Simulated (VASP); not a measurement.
Here is the system:

```yaml
crystal:
  lattice:
    - [0.00000, 3.36980, 3.36980]
    - [3.36980, 0.00000, 3.36980]
    - [3.36980, 3.36980, 0.00000]
  atoms:
    - { symbol: Mg, position: [0.25000, 0.25000, 0.25000] }
    - { symbol: Mg, position: [0.75000, 0.75000, 0.75000] }
    - { symbol: Sn, position: [0.00000, 0.00000, 0.00000] }
```

Method: PBE GGA with D3 dispersion (zero damping), VASP's PBE PAW potentials (set 64) (plane waves; VASP 6.6.1). Settings: 520 eV cut-off, Gaussian smearing of 0.050 eV, potentials Mg Sn_d.

Question: Give the energies of bands 7 to 12 at the high-symmetry points, in eV from the Fermi level.

Answer: 
| band | Γ | X | U | L | W |
|---|---|---|---|---|---|
| 7 | 0.07 | -4.56 | -4.14 | -4.78 | -3.74 |
| 8 | 0.07 | -2.05 | -3.50 | -0.77 | -3.74 |
| 9 | 0.07 | -2.05 | -1.73 | -0.77 | -2.66 |
| 10 | 1.54 | -0.08 | 0.45 | 0.77 | 2.73 |
| 11 | 2.23 | 0.22 | 2.69 | 2.29 | 3.06 |
| 12 | 2.23 | 7.33 | 5.39 | 2.29 | 3.06 |

It has no gap at this level: it comes out as a metal or semimetal.

Measured: gap 0.36 eV (computed value off by -0.36 eV), as given by Byungki Ryu et al., Journal of the Korean Physical Society (2019), arXiv:1905.06140.

The compound is Mg2Sn in the antifluorite structure. It was relaxed first.
